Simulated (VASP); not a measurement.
Cost and result of VASP (PAW) for the lattice constant a of KF (rock salt). Static lattice. The cost counts the five points of the equation of state, each on the mesh and cut-off of its row, so the ratios hold those differences too. With PBE it took about 60 core-seconds. Times come from single runs on busy shared machines, so they are rough: good to a factor of about 2.

```json
[
 {"level": "LDA", "k-mesh": "9×9×9", "cut-off (eV)": "520", "lattice constant a (Å)": "5.179", "cost over PBE": "within a factor of 2"},
 {"level": "PBE", "k-mesh": "8×8×8", "cut-off (eV)": "520", "lattice constant a (Å)": "5.433", "cost over PBE": "reference"},
 {"level": "PBEsol", "k-mesh": "9×9×9", "cut-off (eV)": "520", "lattice constant a (Å)": "5.320", "cost over PBE": "within a factor of 2"},
 {"level": "SCAN", "k-mesh": "9×9×9", "cut-off (eV)": "520", "lattice constant a (Å)": "5.305", "cost over PBE": "about 8 times"},
 {"level": "r2SCAN", "k-mesh": "9×9×9", "cut-off (eV)": "520", "lattice constant a (Å)": "5.328", "cost over PBE": "about 8 times"},
 {"level": "PBE0", "k-mesh": "6×6×6", "cut-off (eV)": "520", "lattice constant a (Å)": "5.380", "cost over PBE": "about 40 times"},
 {"level": "HSEsol", "k-mesh": "6×6×6", "cut-off (eV)": "520", "lattice constant a (Å)": "(withheld)", "cost over PBE": "about 40 times"}
]
```

Problem. Complete the blanks.

Solution. 
- HSEsol, lattice constant a (Å): 5.298

Left out are levels that failed, ran on another kind of processor or have no fit band path; at most nine are shown.

The compound is KF in the rock salt structure.
